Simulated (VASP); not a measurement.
**HRh (space group Fm-3m): computed properties**

Level of theory: PBEsol GGA, VASP's PBE PAW potentials (set 64) (plane waves; VASP 6.6.1).

```yaml
space_group: Fm-3m (225)
cell: a = b = c = 3.9814 Å, α = β = γ = 90.00°
volume_per_atom: 7.89 Å³/atom
band gap (over mesh and band path): none (metal, semimetal or under 0.01 eV)
density: 10.94 g/cm³
```

Space group Fm-3m (No. 225); a = b = c = 3.981 Å, α = β = γ = 90.00°

```json
[
 {"atom": "H", "site": "4b", "symmetry": "m-3m", "x": "0.5000", "y": "0.5000", "z": "0.5000"},
 {"atom": "Rh", "site": "4a", "symmetry": "m-3m", "x": "0.0000", "y": "0.0000", "z": "0.0000"}
]
```
(The calculation used a cell of 2 atoms; values per cell refer to that cell.)

The structure comes from a computed database's HRh entry (Fm-3m); how it stands against other phases isn't given here. It was relaxed first. Symmetry was kept, so distortions that lower it aren't found.
